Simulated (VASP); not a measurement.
Here is the system:

```
CELL_PARAMETERS angstrom
      3.98821     0.00000     0.00000
      0.00000     3.98821     0.00000
      0.00000     0.00000     3.98821
ATOMIC_POSITIONS crystal
  Ba 0.00000 0.00000 0.00000
  Ti 0.50000 0.50000 0.50000
  O  0.50000 0.00000 0.50000
  O  0.00000 0.50000 0.50000
  O  0.50000 0.50000 0.00000
```

All values below come from AM05 GGA, VASP's PBE PAW potentials (set 64) (plane waves; VASP 6.6.1). Settings: 520 eV cut-off, 6×6×6 Γ-centred mesh, tetrahedra with Blöchl corrections, potentials Ba_sv Ti_sv O.

The cores are frozen, which limits the accuracy of field gradients.

Problem. Give the principal components of the electric field gradient (V/Å²) and the asymmetry η at each nucleus.

Solution. 
```json
[
 {"atom": "Ba1", "Vxx": "0.0", "Vyy": "0.0", "Vzz": "0.0", "η": "-"},
 {"atom": "Ti2", "Vxx": "0.0", "Vyy": "0.0", "Vzz": "0.0", "η": "-"},
 {"atom": "O3", "Vxx": "-11.4", "Vyy": "-11.4", "Vzz": "22.8", "η": "0.00"},
 {"atom": "O4", "Vxx": "-11.4", "Vyy": "-11.4", "Vzz": "22.8", "η": "0.00"},
 {"atom": "O5", "Vxx": "-11.4", "Vyy": "-11.4", "Vzz": "22.8", "η": "0.00"}
]
```

The compound is BaTiO3 in the cubic perovskite structure, the ideal cubic form; the compound distorts at low or room temperature. It was relaxed first.
